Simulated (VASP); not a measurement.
Data:

```
CsBr
1.0
    4.22239     0.00000     0.00000
    0.00000     4.18856     0.00000
    0.00000     0.00000     4.30248
Cs Br
1 1
Direct
  0.00000   0.00000   0.00000
  0.51256   0.50000   0.50000
```

All values below come from PBE GGA, VASP's PBE PAW potentials (set 64) (plane waves; VASP 6.6.1). Run with ADDGRID = .TRUE., 400 eV cut-off, 6×6×6 Γ-centred mesh, Gaussian smearing of 0.050 eV, potentials Cs_sv Br.

Q: Give the force on each atom (eV/Å).

A: 
| atom | Fx | Fy | Fz |
|---|---|---|---|
| Cs1 | 0.057 | 0.000 | 0.000 |
| Br2 | -0.057 | 0.000 | 0.000 |

Q: Give the stress tensor in GPa (positive for a compressed cell).

A: 
```
1.81  0.00  0.00
0.00  2.02  0.00
0.00  0.00  1.39
```
The pressure is its mean diagonal, 1.74 GPa.

The compound is CsBr in the CsCl type structure. The cell was not relaxed at this level, atoms are displaced from their ideal sites. The run is one of a series of settings (ADDGRID = .TRUE. against the base run), some of them coarse on purpose.
